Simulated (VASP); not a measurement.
**TaF3: phonons with PBE**

Crystal: TaF3.

```
Ta F
1.0
     3.90120    0.00000    0.00000
     0.00000    3.90120    0.00000
     0.00000    0.00000    3.90120
Ta F
1 3
Direct
  0.00000 0.00000 0.00000
  0.00000 0.00000 0.50000
  0.00000 0.50000 0.00000
  0.50000 0.00000 0.00000
```

- Program: VASP 6.6.1
- Task: phonons
- Functional: PBE
- Potentials or basis: VASP PAW PBE potentials, release 64 (Ta_pv, F)
- Cutoff: 600 eV
- k mesh: 8 × 8 × 8
- Occupations: fermi-dirac, width 0.05 eV
- Spin: no spin polarisation
- Ladder: free
- By perturbation theory: no
- Further INCAR settings: ALGO = Fast; EDIFF = 1e-08; IBRION = 6; POTIM = 0.015; NSW = 1

```yaml
Relaxed_volume: 17.54 Å³/atom
Relaxed_cell: a = 4.124 Å, b = 4.124 Å, c = 4.124 Å, α = 90.00°, β = 90.00°, γ = 90.00°
Space_group_after_relaxing_to_0.05_Å: Pm-3m (No. 221)
Highest_phonon_frequency_at_Γ_LO-TO_splitting_left_out: 527 cm⁻¹
```

Step by step:
| step | energy change (eV) | largest force (eV/Å) | pressure (GPa) | volume (Å³) |
| --- | --- | --- | --- | --- |
| 1 | 0.0000 | 0.0000 | 25.73 | 59.37 |
| 2 | -0.2150 | 0.0000 | -12.17 | 82.30 |
| 3 | -0.7422 | 0.0000 | -0.34 | 70.38 |
| 4 | -0.7425 | 0.0000 | 0.01 | 70.15 |

Final structure:
```
CELL_PARAMETERS angstrom
4.12422 0.00000 0.00000
0.00000 4.12422 0.00000
0.00000 0.00000 4.12422
ATOMIC_POSITIONS crystal
Ta 0.00000 0.00000 0.00000
F 0.00000 0.00000 0.50000
F 0.00000 0.50000 0.00000
F 0.50000 0.00000 0.00000
```

Phonon frequencies in cm⁻¹ (negative: imaginary):
```
              q point                                frequencies
(0.000, 0.000, 0.000)  0 0 0 225 225 225 260 260 260 527 527 527
```

It took 8.3 min on 2 MPI ranks on Intel(R) Xeon(R) Platinum 8259CL CPU @ 2.50GHz (Skylake/Cascade Lake), on a shared host, peak memory 0.46 GiB a rank.

Caveat: the volume moved by over 15 % at a fixed basis, so the end points are rough. The run has no spin-orbit coupling, so splittings on Ta are missing.
